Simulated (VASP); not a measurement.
OSZICAR of a VASP run on PbTe (rock salt):

File OSZICAR:
```
       N       E                     dE             d eps       ncg     rms          rms(c)
DAV:   1     0.151316809516E+03    0.15132E+03   -0.91944E+03   560   0.137E+03
DAV:   2     0.335908803005E+01   -0.14796E+03   -0.14542E+03   590   0.332E+02
DAV:   3    -0.742351696009E+01   -0.10783E+02   -0.10750E+02   740   0.970E+01
DAV:   4    -0.769760912742E+01   -0.27409E+00   -0.27401E+00   654   0.191E+01
DAV:   5    -0.770754594631E+01   -0.99368E-02   -0.99367E-02   776   0.307E+00    0.333E+00
DAV:   6    -0.756918024058E+01    0.13837E+00   -0.34325E-01   764   0.590E+00    0.210E+00
DAV:   7    -0.756488680980E+01    0.42934E-02   -0.90932E-02   700   0.226E+00    0.941E-01
DAV:   8    -0.756624564085E+01   -0.13588E-02   -0.90839E-03   620   0.111E+00    0.134E-01
DAV:   9    -0.756624603987E+01   -0.39902E-06   -0.99252E-04   850   0.346E-01    0.545E-02
DAV:  10    -0.756627021592E+01   -0.24176E-04   -0.87116E-05   626   0.944E-02    0.236E-02
DAV:  11    -0.756627786850E+01   -0.76526E-05   -0.24840E-05   668   0.531E-02    0.102E-02
DAV:  12    -0.756627808699E+01   -0.21849E-06   -0.10085E-06   514   0.682E-03
   1 F= -.75662781E+01 E0= -.75662781E+01  d E =-.756628E+01
       N       E                     dE             d eps       ncg     rms          rms(c)
DAV:   1    -0.830027568526E+01   -0.73400E+00   -0.24833E+01   680   0.952E+01    0.444E+00
DAV:   2    -0.770051812550E+01    0.59976E+00   -0.12231E+00   686   0.197E+01    0.170E+00
DAV:   3    -0.758550272676E+01    0.11502E+00   -0.50980E-01   692   0.119E+01    0.364E-01
DAV:   4    -0.758572201107E+01   -0.21928E-03   -0.85156E-03   566   0.106E+00    0.245E-01
DAV:   5    -0.758557489117E+01    0.14712E-03   -0.19179E-03   636   0.421E-01    0.696E-02
DAV:   6    -0.758554677650E+01    0.28115E-04   -0.18480E-04   736   0.231E-01    0.193E-02
DAV:   7    -0.758555286813E+01   -0.60916E-05   -0.95850E-06   572   0.218E-02    0.375E-03
DAV:   8    -0.758555378499E+01   -0.91686E-06   -0.13273E-06   358   0.199E-02
   2 F= -.75855538E+01 E0= -.75855538E+01  d E =-.192757E-01
       N       E                     dE             d eps       ncg     rms          rms(c)
DAV:   1    -0.763088146453E+01   -0.45329E-01   -0.13785E+00   680   0.205E+01    0.111E+00
DAV:   2    -0.759381651683E+01    0.37065E-01   -0.76672E-02   686   0.503E+00    0.407E-01
DAV:   3    -0.758749579332E+01    0.63207E-02   -0.27567E-02   686   0.276E+00    0.807E-02
DAV:   4    -0.758754186356E+01   -0.46070E-04   -0.44868E-04   560   0.218E-01    0.562E-02
DAV:   5    -0.758756883702E+01   -0.26973E-04   -0.11228E-04   634   0.981E-02    0.132E-02
DAV:   6    -0.758756823878E+01    0.59823E-06   -0.78582E-06   704   0.474E-02
   3 F= -.75875682E+01 E0= -.75875682E+01  d E =-.212902E-01
```

Problem. Which electronic solver shows in the log?

Solution. It is blocked Davidson (ALGO = Normal, or the opening steps of other solvers). The INCAR had ALGO = Normal.

Problem. Can the final energy be trusted as converged?

Solution. The run converged. It stopped with EDIFF = 1E-6, NELM = 100, NSW = 60 and EDIFFG = -0.01 after 3 ionic steps (PW91 GGA, plane waves, VASP's PBE PAW potentials (set 64)). Energy and stress use the plane-wave basis of the starting cell.

The compound is PbTe in the rock salt structure. This run relaxes it. Symmetry was kept, so distortions that lower it aren't found.
